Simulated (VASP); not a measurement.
## SiC: energy against volume

SiC (zinc blende, F-43m, 10.360 Å³/atom and stress up to 0.27 GPa in the relaxed cell, cube axes along x, y and z) under an equal strain ε along all three axes. PBEsol in VASP (plane waves, PAW), 600 eV, 12×12×12 Γ-centred mesh, Gaussian smearing 0.05 eV; ions are relaxed, or left where forces stay under 0.02 eV/Å, within the symmetry of each cell.

Here V stands for volume and E for E less E0.

| volume (Å³/atom) | E less E0 (meV/atom) | pressure (GPa) |
|---|---|---|
| 9.7510 | 26.77 | 14.75 |
| 9.9010 | 14.76 | 10.64 |
| 10.0525 | 6.38 | 6.78 |
| 10.2056 | 1.52 | 3.15 |
| 10.3602 | 0.00 | -0.27 |
| 10.5164 | 1.69 | -3.47 |
| 10.6742 | 6.47 | -6.47 |
| 10.8335 | 14.18 | -9.28 |
| 10.9944 | 24.70 | -11.92 |
| 11.3209 | ? | ? |

Taking the third-order Birch-Murnaghan form, a cubic in V^(-2/3) for E over the 9 complete rows: With u = V^(-2/3) - 0.211, the rows have u = 0.008096, 0.005877, 0.003693, 0.001540, -0.000580, -0.002668, -0.004727, -0.006754, -0.008751. Least squares gives E = 0.092 + 367.19·u + 362487·u² - 95573·u³. Residuals (row less fit): -0.003, 0.009, -0.007, 0.003, -0.001, -0.004, 0.004, 0.003, -0.002; standard error 0.006 (degrees of freedom: 5). Its minimum lies at u = -0.000506, so V0 = (0.210494)^(-3/2) = 10.35. There d²E/du² = 725300 and d³E/du³ = -573400, so B0 = (4/9) × 10.35^(-7/3) × 725300 × 0.160218 = 221 GPa (the last factor turns the table's units into GPa), and B0' = 4 + (2/3) × 0.210494 × (-573400)/725300 = 3.9. B0' rests on the cubic coefficient alone and has a standard error of 0.1 from these residuals.

Q: What does the fit predict for E at V = 11.3209, and how far is the calculated value from it?

A: u = -0.012659, so E = 0.092 + 367.19 × (-0.012659) + 362487 × (-0.012659)² - 95573 × (-0.012659)³ = 53.726 meV/atom. The calculation gives 53.70 meV/atom, 0.026 meV/atom below the prediction (0.0 % of the range of E in the table). The row lies outside the fitted rows, so this is an extrapolation. From the scatter of the fitted rows alone, a prediction at this place has a standard error of 0.026 meV/atom, so the miss is 1.0 times that.

Other structures, which can take over under pressure, weren't tried. The same form fitted to the pressure column gives B0' = 3.9; series where the two differ by over 0.4 aren't shown. Rows are the converged runs of the series near zero and its far end, less any whose ions stayed unrelaxed beside relaxed ones; series whose fitted rows scatter by over a few per cent of the range, as at a crossing or softening among them, aren't shown in this form.
